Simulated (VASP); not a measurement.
Output of a VASP run:

File OSZICAR:
```
       N       E                     dE             d eps       ncg     rms          rms(c)
DAV:   1     0.458237971954E+03    0.45824E+03   -0.30277E+04   860   0.124E+03
DAV:   2     0.488552055427E+01   -0.45335E+03   -0.44283E+03   973   0.340E+02
DAV:   3    -0.246557750093E+02   -0.29541E+02   -0.29394E+02   991   0.846E+01
DAV:   4    -0.250808166022E+02   -0.42504E+00   -0.42428E+00  1002   0.100E+01
DAV:   5    -0.250885811447E+02   -0.77645E-02   -0.77614E-02   999   0.133E+00    0.162E+01
DAV:   6    -0.229764174155E+02    0.21122E+01   -0.50690E+00  1123   0.180E+01    0.127E+01
DAV:   7    -0.229850830826E+02   -0.86657E-02   -0.19758E+00   923   0.588E+00    0.606E+00
DAV:   8    -0.229753643319E+02    0.97188E-02   -0.33585E-01  1036   0.433E+00    0.873E-01
DAV:   9    -0.229667851679E+02    0.85792E-02   -0.67226E-02  1060   0.232E+00    0.254E-01
DAV:  10    -0.229672564256E+02   -0.47126E-03   -0.37867E-03   923   0.329E-01    0.153E-01
DAV:  11    -0.229672702220E+02   -0.13796E-04   -0.18792E-04   996   0.627E-02    0.160E-01
DAV:  12    -0.229672678080E+02    0.24140E-05   -0.30376E-06   780   0.973E-03    0.165E-01
DAV:  13    -0.229674888207E+02   -0.22101E-03   -0.33209E-04   890   0.949E-02    0.164E-01
DAV:  14    -0.229674850677E+02    0.37530E-05   -0.49814E-05   982   0.485E-02    0.693E-02
DAV:  15    -0.229674842801E+02    0.78757E-06   -0.24640E-06   707   0.775E-03
   1 F= -.22967484E+02 E0= -.22967484E+02  d E =-.229675E+02
       N       E                     dE             d eps       ncg     rms          rms(c)
DAV:   1    -0.229754725239E+02   -0.79875E-02   -0.17549E-01   912   0.331E+00    0.685E-01
DAV:   2    -0.229685539167E+02    0.69186E-02   -0.18634E-02   902   0.127E+00    0.228E-01
DAV:   3    -0.229678016700E+02    0.75225E-03   -0.25421E-03   962   0.327E-01    0.219E-01
DAV:   4    -0.229677001247E+02    0.10155E-03   -0.14893E-04   890   0.805E-02    0.415E-02
DAV:   5    -0.229676689037E+02    0.31221E-04   -0.10197E-04  1012   0.835E-02    0.176E-02
DAV:   6    -0.229676679793E+02    0.92448E-06   -0.89752E-06   907   0.168E-02
   2 F= -.22967668E+02 E0= -.22967668E+02  d E =-.183699E-03
```

### OUTCAR
```
------------------------ aborting loop because EDIFF is reached ----------------------------------------
  FORCE on cell =-STRESS in cart. coord.  units (eV):
  Direction    XX          YY          ZZ          XY          YZ          ZX
  --------------------------------------------------------------------------------------
  Total       -0.0842980     -0.0842980     -0.0842980     -0.0000000      0.0000000     -0.0000000
  in kB       -0.6432558     -0.6432558     -0.6432558     -0.0000000      0.0000000     -0.0000000
  external PRESSURE =      -0.6432558 kB  Pullay stress =       0.0000000 kB
  volume of cell :      209.96
      direct lattice vectors                 reciprocal lattice vectors
     5.943579491  0.000000000 -0.000000000     0.168248780 -0.000000000 -0.000000000
     0.000000000  5.943579491 -0.000000000    -0.000000000  0.168248780 -0.000000000
     0.000000000  0.000000000  5.943579491     0.000000000  0.000000000  0.168248780
 POSITION                                       TOTAL-FORCE (eV/Angst)
 -----------------------------------------------------------------------------------
      5.94358      5.94358      5.94358        -0.000000      0.000000     -0.000000
      1.49723      1.49723      1.49723         0.001913      0.001913      0.001913
      4.44635      4.44635      1.49723        -0.001913     -0.001913      0.001913
      4.44635      1.49723      4.44635        -0.001913      0.001913     -0.001913
      1.49723      4.44635      4.44635         0.001913     -0.001913     -0.001913
      2.97179      2.97179     -0.00000         0.000000     -0.000000      0.000000
      2.97179      5.94358      2.97179        -0.000000      0.000000      0.000000
      0.00000      2.97179      2.97179         0.000000      0.000000     -0.000000
 -----------------------------------------------------------------------------------
    total drift:                                0.000000      0.000000      0.000000
  FREE ENERGIE OF THE ION-ELECTRON SYSTEM (eV)
  ---------------------------------------------------
  free  energy   TOTEN  =       -22.9676679793 eV

  energy  without entropy=      -22.9676679793  energy(sigma->0) =      -22.96766798

 reached required accuracy - stopping structural energy minimisation
```
(Selected blocks of OUTCAR.)

**POSCAR**
```
Cd3HgS4
1
    5.9367141296    -0.0000000000    -0.0000000000
    0.0000000000     5.9367141296    -0.0000000000
   -0.0000000000    -0.0000000000     5.9367141296
Hg S Cd
1 4 3
Direct
  1.0000000000   0.0000000000   0.0000000000
  0.2518838820   0.2518838820   0.2518838820
  0.7481161180   0.7481161180   0.2518838820
  0.7481161180   0.2518838820   0.7481161180
  0.2518838820   0.7481161180   0.7481161180
  0.5000000000   0.5000000000   0.0000000000
  0.5000000000   0.0000000000   0.5000000000
  0.0000000000   0.5000000000   0.5000000000
```

Reconstruct the remaining input files.

One answer among several that fit: the input of the run itself, PBE GGA, plane waves, VASP's PBE PAW potentials (set 64).

KPOINTS:
```
Regular mesh
0
G
 4 4 4
0 0 0
```

### INCAR
```
! general
SYSTEM  = Cd3HgS4
PREC    = Accurate
ENCUT   = 400
LREAL   = .FALSE.
LASPH   = .TRUE.

! electronic loop
EDIFF   = 1E-6
NELM    = 100
ALGO    = Normal
LMAXMIX = 6

! smearing
ISMEAR  = 0
SIGMA   = 0.05

! functional
GGA     = PE

! ions
IBRION  = 2
NSW     = 60
ISIF    = 3
EDIFFG  = -0.02

! output
LWAVE   = .FALSE.
LCHARG  = .FALSE.
```

POTCAR, in this order: Hg S Cd (PBE.64 set). Program: vasp_std.

The structure was generated: Cd3HgS4 was put into an ordered model structure (P-43m), which need not be its known phase. This run relaxes it. Symmetry was kept, so distortions that lower it aren't found. The start is the result of an earlier pass.
